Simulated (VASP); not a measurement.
# Sr2ZnHO6 (P1) in VASP: single point with PBE

Aim: the single point of Sr2ZnHO6 with PBE.

All numbers are computed with VASP 6.6.1; they aren't measurements. Logs are shortened: lines on timing, memory, paths and dates and some standing lists are left out, and cuts for length are marked.

## 1. The structure

The typed cell holds 10 atoms: a = 5.558 Å, b = 5.551 Å, c = 5.553 Å, α = 59.99°, β = 59.86°, γ = 60.06°.

The cell was built by a generator and needn't be a form met in nature.

## 2. Single point, PBE

File INCAR:

```
SYSTEM = Sr2ZnHO6
ALGO = Fast
EDIFF = 1E-7
ENCUT = 520
GGA = PE
ISIF = 2
ISMEAR = -1
LASPH = .TRUE.
LCHARG = .TRUE.
LELF = .TRUE.
LREAL = .FALSE.
LVHAR = .TRUE.
LWAVE = .FALSE.
NBANDS = 46
NELM = 100
PREC = Accurate
SIGMA = 0.1
```

File KPOINTS:

```
Automatic mesh
0
Gamma
  4 4 4
  0.5 0 0.5
```

File POSCAR:

```
Sr2ZnHO6
1.0
    0.0002270000      3.9367890000      3.9239400000
    3.9264680000      0.0000620000      3.9241050000
    3.9214620000      3.9319490000      0.0050670000
Zn H O Sr
1 1 6 2
Direct
    0.5006670000      0.4919460000      0.5066690000
    0.0078640000      0.9913140000      0.9940900000
    0.7140320000      0.2864260000      0.2822180000
    0.2703550000      0.7292870000      0.2737760000
    0.2772860000      0.7234680000      0.7274680000
    0.7182750000      0.2669440000      0.7303340000
    0.2721000000      0.2721240000      0.7359670000
    0.7390920000      0.7074180000      0.2790510000
    0.2490270000      0.2572960000      0.2530880000
    0.7522420000      0.7539980000      0.7484500000
```

Potentials or basis: VASP PAW PBE potentials, release 64 (Zn, H, O, Sr_sv).

Started as:

```console
> cat potpaw_PBE.64/Zn/POTCAR potpaw_PBE.64/H/POTCAR potpaw_PBE.64/O/POTCAR potpaw_PBE.64/Sr_sv/POTCAR > POTCAR
> mpirun -np 1 vasp_std > vasp.out
```

OUTCAR:

```text
SYSTEM = Sr2ZnHO6
   EDIFF = 1E-7
   ENCUT = 520
   GGA = PE
   ISIF = 2
   ISMEAR = -1
   LASPH = .TRUE.
   LREAL = .FALSE.
   NELM = 100
   PREC = Accurate

 ion  position               nearest neighbor table
   1  0.501  0.492  0.507-   3 1.69   6 1.74   7 1.76   5 1.78   8 1.78   4 1.82  10 3.35   9 3.36
                             9 3.38   9 3.40  10 3.40  10 3.43  10 3.43   9 3.47
   2  0.008  0.991  0.994-
   3  0.714  0.286  0.282-   1 1.69   9 2.76  10 2.78  10 2.79   9 2.82
   4  0.270  0.729  0.274-   1 1.82   9 2.74  10 2.76  10 2.80   9 2.82
   5  0.277  0.723  0.727-   1 1.78   9 2.76  10 2.78  10 2.79   9 2.81
   6  0.718  0.267  0.730-   1 1.74  10 2.71   9 2.76   9 2.80  10 2.86
   7  0.272  0.272  0.736-   1 1.76   9 2.77  10 2.78  10 2.79   9 2.79
   8  0.739  0.707  0.279-   1 1.78   9 2.68  10 2.78  10 2.79   9 2.90
   9  0.249  0.257  0.253-   8 2.68   4 2.74   3 2.76   6 2.76   5 2.76   7 2.77   7 2.79   6 2.80
                             5 2.81   4 2.82   3 2.82   8 2.90   1 3.36   1 3.38   1 3.40   1 3.47
  10  0.752  0.754  0.748-   6 2.71   4 2.76   7 2.78   5 2.78   8 2.78   3 2.78   7 2.79   5 2.79
                             3 2.79   8 2.79   4 2.80   6 2.86   1 3.35   1 3.40   1 3.43   1 3.43

  LATTYP: Found a triclinic cell.
 ALAT       =     9.6045800917
 B/A-ratio  =     0.5772033596
 C/A-ratio  =     0.5779735921
 COS(alpha) =     0.0006022585
 COS(beta)  =     0.2895172300
 COS(gamma) =     0.8652650913

  Lattice vectors:

 A1 = (  -7.8426970000,  -3.9271090000,   3.9138060000)
 A2 = (  -3.9212350000,   0.0048400000,   3.9188730000)
 A3 = (  -3.9264680000,  -0.0000620000,  -3.9241050000)

Analysis of symmetry for initial positions (statically):
=====================================================================
 Subroutine PRICEL returns:
 Original cell was already a primitive cell.

 Routine SETGRP: Setting up the symmetry group for a
 triclinic supercell.

 Subroutine GETGRP returns: Found  1 space group operations
 (whereof  1 operations were pure point group operations)
 out of a pool of  2 trial point group operations.

The static configuration has the point symmetry C_1 .

Analysis of symmetry for dynamics (positions and initial velocities):
=====================================================================
 Subroutine PRICEL returns:
 Original cell was already a primitive cell.

 Routine SETGRP: Setting up the symmetry group for a
 triclinic supercell.

 Subroutine GETGRP returns: Found  1 space group operations
 (whereof  1 operations were pure point group operations)
 out of a pool of  2 trial point group operations.

The dynamic configuration has the point symmetry C_1 .

 Subroutine INISYM returns: Found  1 space group operations
 (whereof  1 operations are pure point group operations),
 and found     1 'primitive' translations

----------------------------------------------------------------------------------------

                                     Primitive cell

  volume of cell :     121.0779

  direct lattice vectors                    reciprocal lattice vectors
     0.000227000  3.936789000  3.923940000    -0.127433550  0.126929352  0.127508282
     3.926468000  0.000062000  3.924105000     0.127263443 -0.127088318  0.127497109
     3.921462000  3.931949000  0.005067000     0.127588407  0.127243207 -0.127667248

  length of vectors
     5.558382211  5.551193656  5.553207436     0.220473881  0.220460739  0.220836051

  position of ions in fractional coordinates (direct lattice)
     0.500667000  0.491946000  0.506669000
     0.007864000  0.991314000  0.994090000
     0.714032000  0.286426000  0.282218000
     0.270355000  0.729287000  0.273776000
     0.277286000  0.723468000  0.727468000
     0.718275000  0.266944000  0.730334000
     0.272100000  0.272124000  0.735967000
     0.739092000  0.707418000  0.279051000
     0.249027000  0.257296000  0.253088000
     0.752242000  0.753998000  0.748450000

  ion indices of the primitive-cell ions
   primitive index   ion index
                 1           1
                 2           2
                 3           3
                 4           4
                 5           5
                 6           6
                 7           7
                 8           8
                 9           9
                10          10

----------------------------------------------------------------------------------------

 KPOINTS: Automatic mesh

Automatic generation of k-mesh.
 Grid dimensions read from file:
 generate k-points for:    4    4    4

 Generating k-lattice:

  Cartesian coordinates                     Fractional coordinates (reciprocal lattice)
    -0.031858388  0.031732338  0.031877071     0.250000000  0.000000000  0.000000000
     0.031815861 -0.031772080  0.031874277    -0.000000000  0.250000000  0.000000000
     0.031897102  0.031810802 -0.031916812     0.000000000  0.000000000  0.250000000

  Length of vectors
     0.055118470  0.055115185  0.055209013

  Shift w.r.t. Gamma in fractional coordinates (k-lattice)
     0.500000000  0.000000000  0.500000000

 Subroutine IBZKPT returns following result:
 ===========================================

 Found     32 irreducible k-points:

 Following reciprocal coordinates:
            Coordinates               Weight
  0.125000 -0.000000  0.125000      2.000000
  0.375000  0.000000  0.125000      2.000000
 -0.375000  0.000000  0.125000      2.000000
 -0.125000 -0.000000  0.125000      2.000000
  0.125000  0.250000  0.125000      2.000000
  0.375000  0.250000  0.125000      2.000000
[... 16 lines left out ...]
 -0.375000  0.250000  0.375000      2.000000
 -0.125000  0.250000  0.375000      2.000000
 [... further k-points ...]
   k-points           NKPTS =     32   k-points in BZ     NKDIM =     32   number of bands    NBANDS=     46
   number of dos      NEDOS =    301   number of ions     NIONS =     10
   total plane-waves  NPLWV =  74088
   dimension x,y,z NGX =    42 NGY =   42 NGZ =   42
   dimension x,y,z NGXF=    84 NGYF=   84 NGZF=   84
   ions per type =               1   1   6   2
   NGX,Y,Z   is equivalent  to a cutoff of  12.56, 12.58, 12.57 a.u.
   NGXF,Y,Z  is equivalent  to a cutoff of  25.12, 25.16, 25.15 a.u.
 SYSTEM =  Sr2ZnHO6
   PREC   = accura    normal or accurate (medium, high low for compatibility)
   ISTART =      0    job   : 0-new  1-cont  2-samecut
   ICHARG =      2    charge: 1-file 2-atom 10-const
   ISPIN  =      1    spin polarized calculation?
   LNONCOLLINEAR =      F non collinear calculations
   LSORBIT =      F    spin-orbit coupling
   LASPH  =      T    aspherical Exc in radial PAW
   ENCUT  =  520.0 eV  38.22 Ry    6.18 a.u.  10.33 10.32 10.33*2*pi/ulx,y,z
   NELM   =    100;   NELMIN=  2; NELMDL= -5     # of ELM steps
   EDIFF  = 0.1E-06   stopping-criterion for ELM
   LREAL  =      F    real-space projection
   EDIFFG = 0.1E-05   stopping-criterion for IOM
   NSW    =      0    number of steps for IOM
   IBRION =     -1    ionic relax: 0-MD 1-quasi-New 2-CG
   NFREE  =      0    steps in history (QN), initial steepest desc. (CG)
   ISIF   =      2    stress and relaxation
   ISYM   =      2    0-nonsym 1-usesym 2-fastsym
   POTIM  = 0.5000    time-step for ionic-motion
   TEBEG  =    0.0;   TEEND  =   0.0 temperature during run
   PSTRESS=    0.0 pullay stress
   NELECT =      69.0000    total number of electrons
   NUPDOWN=      -1.0000    fix difference up-down
   EMIN   =  10.00;   EMAX   =-10.00  energy-range for DOS
   EFERMI =   0.00;   METHOD = LEGACY
   ISMEAR =    -1;   SIGMA  =   0.10  broadening in eV -4-tet -1-fermi 0-gaus
   EFERMI_NEDOS =   21; number of points for ismear=-14 and -15
   IALGO  =     68    algorithm
   IMIX   =      4    mixing-type and parameters
     AMIX     =   0.40;   BMIX     =  1.00
     AMIX_MAG =   1.60;   BMIX_MAG =  1.00
  volume/ion in A,a.u.               =      12.11        81.71
  Fermi-wavevector in a.u.,A,eV,Ry     =   1.357281  2.564888 25.064795  1.842210
  Thomas-Fermi vector in A             =   2.484212
   LORBIT       =      0    0 simple, 1 ext, 2 COOP (PROOUT), +10 PAW based schemes
   GGA     = PE    functional components
   LHFCALC =     F    Hartree Fock is set to
   AEXX    =    0.0000 exact exchange contribution
   IVDW    =     0    specifies the selected vdW correction
   LEPSILON=     F    determine dielectric tensor
   LRPA    =     F    only Hartree local field effects (RPA)
 non-spin polarized calculation
 RMM-DIIS sequential band-by-band and
  energy-cutoff  :      520.00
  volume of cell :      121.08
 maximum number of plane-waves:      3273
 NGX is ok and might be reduce to    42
   NGX = 21   NGY = 21   NGZ = 21

 number of electron      69.0000003 magnetization

 Free energy of the ion-electron system (eV)
  ---------------------------------------------------
  ext. energy  EPLUGINS =         0.00000000
  ---------------------------------------------------
  free energy    TOTEN  =       -43.92946086 eV

  energy without entropy =      -43.67666593  energy(sigma->0) =      -43.80306340

 E-fermi :   1.1698     XC(G=0): -10.4764

 val. band max:        1.1612595542   @ k =   0.3750   0.5000   0.3750
 cond. band min:       1.1733346337   @ k =   0.1250   0.5000   0.1250
 fundamental gap:      0.0120750794
 Fermi energy:         1.1697810322

 k-point     1 :       0.1250   -0.0000    0.1250
  band No.  band energies     occupation
      1     -31.1754      2.00000
      2     -31.1239      2.00000
      3     -17.1485      2.00000
      4     -15.6376      2.00000
      5     -15.4806      2.00000
      6     -15.4512      2.00000
[... 38 lines left out ...]
     45       9.6931      0.00000
     46       9.8543      0.00000
[... 1086 lines left out ...]
      6     -15.5529      2.00000
[... 38 lines left out ...]
     45      10.4425      0.00000
     46      10.5577      0.00000

 [... further k-points ...]

------------------------ aborting loop because EDIFF is reached ----------------------------------------

  FORCE on cell =-STRESS in cart. coord.  units (eV):
  Direction    XX          YY          ZZ          XY          YZ          ZX
  --------------------------------------------------------------------------------------
  -------------------------------------------------------------------------------------
  Total       10.2420914      6.8278663      7.2739600      0.0518600      0.0086729     -0.0797640
  in kB      135.5297145     90.3505679     96.2535567      0.6862435      0.1147654     -1.0554862
  external PRESSURE =     107.3779463 kB  Pullay stress =       0.0000000 kB

 VOLUME and BASIS-vectors are now :
 -----------------------------------------------------------------------------
  energy-cutoff  :      520.00
  volume of cell :      121.08
      direct lattice vectors                 reciprocal lattice vectors
     0.000227000  3.936789000  3.923940000    -0.127433550  0.126929352  0.127508282
     3.926468000  0.000062000  3.924105000     0.127263443 -0.127088318  0.127497109
     3.921462000  3.931949000  0.005067000     0.127588407  0.127243207 -0.127667248

 POSITION                                       TOTAL-FORCE (eV/Angst)
 -----------------------------------------------------------------------------------
      3.91861      3.96325      3.89760         2.409985     -1.864142      0.637276
      7.79065      3.93973      3.92592        -0.298581      0.129626      0.053995
      2.23151      3.92068      3.92721        -5.685885     -0.104616     -0.071146
      3.93719      2.14085      3.92404         0.087883     -2.868878      0.016897
      5.69348      3.95203      3.93070         3.428092     -0.055887      0.108586
      3.91229      5.69935      3.86968         0.054376      4.872122      0.018468
      3.95461      3.96500      2.13928         0.001910     -0.125642     -4.069602
      3.87211      4.00691      5.67755         0.153315     -0.068545      3.559176
      2.00280      1.97551      1.98811        -0.154674      0.018064     -0.125058
      5.89574      5.90433      5.91431         0.003578      0.067898     -0.128593
 -----------------------------------------------------------------------------------
    total drift:                                0.001182     -0.000178      0.000817

  FREE ENERGIE OF THE ION-ELECTRON SYSTEM (eV)
  ---------------------------------------------------
  free  energy   TOTEN  =       -43.9294608622 eV

  energy  without entropy=      -43.6766659334  energy(sigma->0) =      -43.80306340
```

Wall time 8.9 min (1 thread of AMD EPYC 7R13 (Zen 3), shared host); peak memory 0.33 GiB.

Results:

```
Free energy            : -43.9295 eV
Pressure               : 10.7 GPa
Largest force          : 5.687 eV/Å
Band gap on the k mesh : none (metal or under the smearing width)
```

Forces on the atoms (eV/Å):
```
Zn   2.410 -1.864  0.637
H   -0.299  0.130  0.054
O   -5.686 -0.105 -0.071
O    0.088 -2.869  0.017
O    3.428 -0.056  0.109
O    0.054  4.872  0.018
O    0.002 -0.126 -4.070
O    0.153 -0.069  3.559
Sr  -0.155  0.018 -0.125
Sr   0.004  0.068 -0.129
```

Stress tensor (GPa, compression positive):
```
13.55  0.07 -0.11
 0.07  9.04  0.01
-0.11  0.01  9.63
```

Caveat: an odd number of electrons without spin polarisation forces a metal; a magnetic or distorted state may lie lower.
